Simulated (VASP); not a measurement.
Input of a VASP 6.6.1 run:

The input INCAR:

```
SYSTEM = Pt16CO
ALGO     = Fast           ! electronic algorithm
DIPOL    = 0.5 0.5 0.527
EDIFF    = 1E-6           ! SCF threshold, eV
ENCUT    = 520            ! plane-wave cutoff, eV
GGA      = PE             ! functional
IDIPOL   = 3            
ISIF     = 2              ! what is computed and relaxed
ISMEAR   = 0              ! smearing method
LASPH    = .TRUE.         ! aspherical terms in the spheres
LCHARG   = .FALSE.        ! write CHGCAR
LDIPOL   = .TRUE.       
LREAL    = Auto         
LWAVE    = .FALSE.        ! write WAVECAR
NBANDS   = 100            ! bands
NELM     = 100            ! most SCF steps
PREC     = Accurate       ! precision mode
SIGMA    = 0.1            ! smearing width, eV
```

The input KPOINTS:

```
k-points
0
G
  6 6 1
  0 0 0
```

File POSCAR:

```
Pt16CO
1.0
    5.6159665070      0.0000000000      0.0000000000
    2.8079832535      4.8635696618      0.0000000000
    0.0000000000      0.0000000000     24.8781261773
Pt C O
16 1 1
Direct
    0.0000000000      0.0000000000      0.3617635804
    0.5000000000      0.0000000000      0.3617635804
    0.0000000000      0.5000000000      0.3617635804
    0.5000000000      0.5000000000      0.3617635804
    0.1666666667      0.1666666667      0.4539211935
    0.6666666667      0.1666666667      0.4539211935
    0.1666666667      0.6666666667      0.4539211935
    0.6666666667      0.6666666667      0.4539211935
   -0.1642912169      0.3285824338      0.5456970304
    0.3333333333      0.3333333333      0.5444374481
   -0.1642912169      0.8357087831      0.5456970304
    0.3285824338      0.8357087831      0.5456970304
    0.0000000000      0.0000000000      0.6456677726
    0.5002872441     -0.0005744882      0.6358041201
   -0.0005744882      0.5002872441      0.6358041201
    0.5002872441      0.5002872441      0.6358041201
    0.0000000000      0.0000000000      0.7196294414
    0.0000000000      0.0000000000      0.7658838821
```

Potentials or basis: VASP PAW PBE potentials, release 64 (Pt, C, O).

Launch:

```sh
$ cat potpaw_PBE.64/Pt/POTCAR potpaw_PBE.64/C/POTCAR potpaw_PBE.64/O/POTCAR > POTCAR
$ mpirun -np 1 vasp_std > vasp.out
```

**Question.** What does it give for the band gap on the k mesh?

**Answer.** None (metal or under the smearing width).

**Question.** Estimate the largest force.

**Answer.** 0.832 eV/Å.

Forces in eV/Å, atoms in the order of the input:
```
Pt   0.000  0.000 -0.021
Pt   0.000  0.056 -0.098
Pt   0.049 -0.028 -0.098
Pt  -0.049 -0.028 -0.098
Pt  -0.014 -0.008  0.131
Pt   0.014 -0.008  0.131
Pt   0.000  0.016  0.131
Pt   0.000  0.000  0.006
Pt   0.000 -0.009  0.008
Pt   0.000  0.000 -0.010
Pt   0.008  0.004  0.008
Pt  -0.008  0.004  0.008
Pt   0.000  0.000 -0.082
Pt   0.000 -0.007 -0.025
Pt  -0.006  0.003 -0.025
Pt   0.006  0.003 -0.025
C    0.000  0.000 -0.772
O    0.000  0.000  0.832
```

Caveat: the standard files for N, O and F lose accuracy on very short bonds. The run has no spin-orbit coupling, so splittings on Pt are missing.
